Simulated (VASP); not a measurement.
The input files of a VASP run:

**KPOINTS**
```
Automatic mesh
0
gamma
4 4 3
0 0 0
```

INCAR:
```
# general
SYSTEM  = PbI2
PREC    = Accurate
ENCUT   = 400
LREAL   = F
LASPH   = T

# electronic loop
EDIFF   = 1E-6
NELM    = 100
ALGO    = Normal
LMAXMIX = 4

# smearing
ISMEAR  = 0
SIGMA   = 0.05

# functional
GGA     = PE

# ions
ISIF    = 2

# output
LWAVE   = F
LCHARG  = F
```

File POSCAR:
```
PbI2
1
    2.3256000000    -4.0280580000     0.0000000000
    2.3256000000     4.0280580000     0.0000000000
    0.0000000000     0.0000000000     7.1196000000
Pb I
1 2
Direct
  0.0000000000   0.0000000000   0.0000000000
  0.3333330000   0.6666670000   0.2680000000
  0.6666670000   0.3333330000   0.7320000000
```

POTCAR, in this order: Pb_d I (PBE.64 set). Program: vasp_std.

**Question.** Translate this PBE calculation to Quantum ESPRESSO's pw.x.

**Answer.** One equivalent input (not run):
```
&CONTROL
  calculation = 'scf'
  pseudo_dir = './pseudo'
  outdir = './out'
  tprnfor = .true.
  tstress = .true.
/
&SYSTEM
  ibrav = 0
  nat = 3
  ntyp = 2
  ecutwfc = 70
  occupations = 'smearing'
  smearing = 'gaussian'
  degauss = 0.003675
  input_dft = 'pbe'
/
&ELECTRONS
  conv_thr = 7.3e-08
  electron_maxstep = 100
/
ATOMIC_SPECIES
  Pb 207.200 Pb.upf
  I 126.904 I.upf
CELL_PARAMETERS angstrom
     2.3256000   -4.0280580    0.0000000
     2.3256000    4.0280580    0.0000000
     0.0000000    0.0000000    7.1196000
ATOMIC_POSITIONS crystal
  Pb   0.0000000  0.0000000  0.0000000
  I    0.3333330  0.6666670  0.2680000
  I    0.6666670  0.3333330  0.7320000
K_POINTS automatic
  4 4 3 0 0 0
```
The two are equivalent in intent, not identical: the potentials are each code's own (VASP's PAW set, PseudoDojo norm-conserving files in pw.x), so ENCUT and ecutwfc are chosen apart and not converted; conv_thr bounds pw.x's estimated SCF error, while EDIFF bounds the energy change between steps.

The compound is PbI2 in the 1T layered structure. The cell was not relaxed at this level.
